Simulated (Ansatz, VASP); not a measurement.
# Cross-check of HfN2 between VASP and Ansatz

Wanted: the spread between two codes on one cell, functional and k mesh. The cell is invented: As first built, before any earlier steps moved the atoms (in the runner's words): it takes the WN2 structure with some of its atoms replaced by other elements, volume scaled by an estimate. It may not be a known or stable phase. The cell is taken from a series of VASP runs on this material, whose earlier steps may have relaxed, scaled or displaced it; both programs get it as it stands. Other levels of theory on this material are compared in a session of their own. Valence electrons are named where the data sets of a main pair hold unlike numbers.

Program: Ansatz 0.2.0. Level of theory: plane waves, with VASP 6.6.1 beside it; band structure at PBEsol. Results are calculated unless marked as measured.

**1. Set-up**

The structure is hexagonal, space group P-6m2 (No. 187). The conventional cell has a = 3.227 Å, b = 3.227 Å, c = 3.774 Å, α = 90.00°, β = 90.00°, γ = 120.00°. Hf has 6 N at 2.20 Å nearest. Nearest to N lie 1 N at 1.42 Å and 3 Hf at 2.20 Å. As first built, before any earlier steps moved the atoms (in the runner's words): sites of the WN2 structure (space group 187) filled with other elements, volume scaled by an estimate. Farther neighbours and most contacts between anions are not listed.

As a file:

```cif
data_structure
_symmetry_space_group_name_H-M 'P 1'
_symmetry_Int_Tables_number 1
_cell_length_a 3.2268
_cell_length_b 3.2268
_cell_length_c 3.7742
_cell_angle_alpha 90.000
_cell_angle_beta 90.000
_cell_angle_gamma 120.000
_cell_volume 34.03
loop_
_atom_site_label
_atom_site_type_symbol
_atom_site_fract_x
_atom_site_fract_y
_atom_site_fract_z
_atom_site_occupancy
Hf1 Hf 0.66667 0.33333 0.50000 1
N2 N 0.00000 0.00000 0.81181 1
N3 N 0.00000 0.00000 0.18819 1
```

**2. VASP: band structure, PBEsol**

A single point gives forces, pressure and levels at one fixed geometry, so differences don't come from the geometry; what else differs is listed under the comparison.

Lines of VASP's logs that name or quote its potential files are left out, and so is its time.

File INCAR:

```
SYSTEM = HfN2
PREC = Accurate
ENCUT = 520
EDIFF = 1E-06
NELM = 100
ISMEAR = 0
SIGMA = 0.05
LREAL = .FALSE.
ALGO = Normal
GGA = PS
LORBIT = 11
LWAVE = .FALSE.
LCHARG = .FALSE.
```

File POSCAR:

```
HfN2
1.0
    3.2267951798     -0.0000001142      0.0000000000
   -1.6133982797      2.7944862001      0.0000000000
    0.0000000000      0.0000000000      3.7742408865
Hf N
1 2
Direct
    0.6666666700      0.3333333300      0.5000000000
    0.0000000000      0.0000000000      0.8118065567
    0.0000000000      0.0000000000      0.1881934433
```

File KPOINTS:

```
Automatic mesh
0
Gamma
8 8 6
0 0 0
```

File KPOINTS_OPT:

```
Line mode
16
Line-mode
Reciprocal
  0.00000000   0.00000000   0.00000000 GAMMA
  0.50000000   0.00000000   0.00000000 M

  0.50000000   0.00000000   0.00000000 M
  0.33333333   0.33333333   0.00000000 K

  0.33333333   0.33333333   0.00000000 K
  0.00000000   0.00000000   0.00000000 GAMMA

  0.00000000   0.00000000   0.00000000 GAMMA
  0.00000000   0.00000000   0.50000000 A

  0.00000000   0.00000000   0.50000000 A
  0.50000000   0.00000000   0.50000000 L

  0.50000000   0.00000000   0.50000000 L
  0.33333333   0.33333333   0.50000000 H

  0.33333333   0.33333333   0.50000000 H
  0.00000000   0.00000000   0.50000000 A

  0.50000000   0.00000000   0.50000000 L
  0.50000000   0.00000000   0.00000000 M

  0.33333333   0.33333333   0.00000000 K
  0.33333333   0.33333333   0.50000000 H
```

PAW data sets: Hf_pv and N (PBE family, release 64).

Run with:

```sh
> mpirun -np 1 vasp_std
```

Numbers of over 12 decimals in the logs are rounded to 6 here.

Log:

```text
[banner, memory and clock lines left out]
running    1 mpi-ranks, on    1 nodes
 distrk:  each k-point on    1 cores,    1 groups
 distr:  one band on    1 cores,    1 groups

 POSCAR found type information on POSCAR HfN
 POSCAR found :  2 types and       3 ions
|                                                                             |
|               ----> ADVICE to this user running VASP <----                  |
|                                                                             |
|     You enforced a specific xc type in the INCAR file but a different       |
|     [... a line on the potential file left out ...]
|     I HOPE YOU KNOW WHAT YOU ARE DOING!                                     |
|                                                                             |

 LDA part: xc-table for (Slater+PW92), standard interpolation
 POSCAR, INCAR and KPOINTS ok, starting setup
 FFT: planning ... GRIDC
 FFT: planning ... GRID_SOFT
 FFT: planning ... GRID
 WAVECAR not read
 entering main loop
       N       E                     dE             d eps       ncg     rms          rms(c)
DAV:   1     0.641704250778E+02    0.64170E+02   -0.11191E+04  1120   0.138E+03
DAV:   2    -0.307115802253E+02   -0.94882E+02   -0.92441E+02  1390   0.294E+02
DAV:   3    -0.341570735734E+02   -0.34455E+01   -0.34387E+01  1516   0.521E+01
DAV:   4    -0.341819029824E+02   -0.24829E-01   -0.24820E-01  1372   0.479E+00
DAV:   5    -0.341822613671E+02   -0.35838E-03   -0.35834E-03  1522   0.502E-01    0.556E+01
DAV:   6    -0.305025581811E+02    0.36797E+01   -0.22908E+01  1366   0.273E+01    0.464E+01
DAV:   7    -0.303374458379E+02    0.16511E+00   -0.23464E+00  1360   0.994E+00    0.259E+01
DAV:   8    -0.302866352514E+02    0.50811E-01   -0.59491E-01  1464   0.504E+00    0.355E+00
DAV:   9    -0.302694309447E+02    0.17204E-01   -0.97379E-02  1366   0.223E+00    0.197E+00
DAV:  10    -0.302686638965E+02    0.76705E-03   -0.60425E-03  1420   0.563E-01    0.249E-01
DAV:  11    -0.302686046624E+02    0.59234E-04   -0.51982E-04  1444   0.175E-01    0.453E-01
DAV:  12    -0.302686153443E+02   -0.10682E-04   -0.12181E-04  1436   0.743E-02    0.664E-02
DAV:  13    -0.302686156588E+02   -0.31449E-06   -0.26177E-06  1328   0.144E-02
   1 F= -.30268616E+02 E0= -.30268168E+02  d E =-.895626E-03
 Start KPOINTS_OPT (optional k-point list driver)
k-point batch [1-40\144]
       N       E                     dE             ncg
DAV:   1    -0.318069846421E+04   -0.26244E+05     1120
DAV:   2    -0.666660749240E+04   -0.34859E+04     1424
DAV:   3    -0.679472360612E+04   -0.12812E+03     1528
DAV:   4    -0.679583189730E+04   -0.11083E+01     1306
DAV:   5    -0.679584791284E+04   -0.16016E-01     1558
DAV:   6    -0.679584831419E+04   -0.40136E-03     1306
DAV:   7    -0.679584832701E+04   -0.12817E-04     1542
DAV:   8    -0.679584832742E+04   -0.40830E-06      932
[...]
k-point batch [121-144\144]
       N       E                     dE             ncg
DAV:   1     0.862454272186E+04   -0.21781E+05      672
DAV:   2     0.653848773482E+04   -0.20861E+04      846
DAV:   3     0.646300142125E+04   -0.75486E+02      942
DAV:   4     0.646241500573E+04   -0.58642E+00      812
DAV:   5     0.646240506925E+04   -0.99365E-02      948
DAV:   6     0.646240480112E+04   -0.26813E-03      816
DAV:   7     0.646240479194E+04   -0.91879E-05      938
DAV:   8     0.646240479161E+04   -0.32704E-06      638
```

From OUTCAR (step 2):

```text
ion  position               nearest neighbor table
   1  0.667  0.333  0.500-   2 2.20   3 2.20   2 2.20   3 2.20   2 2.20   3 2.20
   2  0.000  0.000  0.812-   3 1.42   1 2.20   1 2.20   1 2.20
   3  0.000  0.000  0.188-   2 1.42   1 2.20   1 2.20   1 2.20

  LATTYP: Found a hexagonal cell.
 ALAT       =     3.2267951798
 C/A-ratio  =     1.1696561685

 Subroutine GETGRP returns: Found 12 space group operations
 (whereof 12 operations were pure point group operations)

The static configuration has the point symmetry D_3h.

 Found     40 irreducible k-points:

   k-points           NKPTS =     40   k-points in BZ     NKDIM =     40   number of bands    NBANDS=     14

   dimension x,y,z NGX =    24 NGY =   24 NGZ =   28
   dimension x,y,z NGXF=    48 NGYF=   48 NGZF=   56

   ENCUT  =  520.0 eV  38.22 Ry    6.18 a.u.   6.00  6.00  7.02*2*pi/ulx,y,z

   NELECT =      20.0000    total number of electrons

 k-points in reciprocal lattice and weights: Automatic mesh
   0.00000000  0.00000000  0.00000000       0.003
   0.12500000 -0.00000000  0.00000000       0.016
   0.25000000 -0.00000000  0.00000000       0.016
   0.37500000 -0.00000000  0.00000000       0.016
   0.50000000 -0.00000000  0.00000000       0.008
   0.12500000  0.12500000  0.00000000       0.016
   0.25000000  0.12500000  0.00000000       0.031
   0.37500000  0.12500000  0.00000000       0.031
   0.25000000  0.25000000  0.00000000       0.016
[...]
0.25000000  0.25000000  0.50000000       0.016
   0.37500000  0.25000000  0.50000000       0.016

 average (electrostatic) potential at core
       1 -36.0569       2 -63.3741       3 -63.3741

 E-fermi :   5.7975

 k-point     1 :       0.0000    0.0000    0.0000
  band No.  band energies     occupation
    ...
      6      -3.3162      2.00000
      7       0.6415      2.00000
      8       0.6415      2.00000
      9       5.3381      2.00000
     10       5.3381      2.00000
     11       6.2950      0.00000
     12       9.1078      0.00000
     13       9.7711      0.00000
     14       9.7711      0.00000

 k-point     2 :       0.1250   -0.0000    0.0000
  band No.  band energies     occupation
    ...
      6      -3.1039      2.00000
      7       0.1451      2.00000
      8       0.7610      2.00000
      9       5.0969      2.00000
     10       5.3185      2.00000
     11       6.4099      0.00000
     12       8.5428      0.00000
     13       9.8880      0.00000
     14      11.1838      0.00000

 k-point     3 :       0.2500   -0.0000    0.0000
  band No.  band energies     occupation
    ...
      6      -2.6544      2.00000
      7      -0.6981      2.00000
      8       1.0324      2.00000
      9       4.6006      2.00000
     10       5.1716      2.00000
     11       5.9843      0.00000
     12       9.0948      0.00000
     13      10.3286      0.00000
     14      12.0605      0.00000

  Total        0.0051287      0.0051287     -0.0028190     -0.0000000      0.0000000     -0.0000000
  in kB        0.2414423      0.2414422     -0.1327083     -0.0000001      0.0000000     -0.0000000
  external PRESSURE =       0.1167254 kB  Pullay stress =       0.0000000 kB

  energy-cutoff  :      520.00
  volume of cell :       34.03
      direct lattice vectors                 reciprocal lattice vectors
     3.226795180 -0.000000114  0.000000000     0.309905019  0.178923848  0.000000000
    -1.613398280  2.794486200  0.000000000     0.000000013  0.357847543  0.000000000
     0.000000000  0.000000000  3.774240886     0.000000000  0.000000000  0.264953942

 POSITION                                       TOTAL-FORCE (eV/Angst)
 -----------------------------------------------------------------------------------
      1.61340      0.93150      1.88712        -0.000000      0.000000      0.000000
      0.00000      0.00000      3.06395         0.000000     -0.000000      0.001328
      0.00000      0.00000      0.71029         0.000000     -0.000000     -0.001328
 -----------------------------------------------------------------------------------
    total drift:                               -0.000027      0.000016      0.000000

  FREE ENERGIE OF THE ION-ELECTRON SYSTEM (eV)
  ---------------------------------------------------
  free  energy   TOTEN  =       -30.2686156588 eV

  energy  without entropy=      -30.2677200325  energy(sigma->0) =      -30.26816785

 total charge
# of ion       s       p       d       tot
------------------------------------------
    1        0.331   6.648   1.664   8.644
    2        1.229   2.520   0.000   3.749
    3        1.229   2.520   0.000   3.749
--------------------------------------------------
tot          2.790  11.688   1.664  16.142

[... 3 further parts left out ...]
```

The k-mesh is coarse for a metal. Spin-orbit coupling is off here; with elements this heavy it splits and shifts levels by tenths of an eV or more. Harder data sets than Hf_pv exist (the GW ones), and pressures, volumes and forces can shift noticeably with them. The PAW data sets were made with PBE, which is usual practice but a small mismatch for other functionals.

[end of part 1 of 2]

[Lines on the potential files, build, host, timing and source positions are cut from VASP's logs without a mark.]

[Logs are printed without paths, hosts, clocks, repeated set-up lines and the standing remarks that a program may print on its own settings, such as how far it seeks lower states.]

[Hosts, paths, dates, database ids (printed as entryN), source tags and the programs' standing remarks are cut or masked in the printed files.]
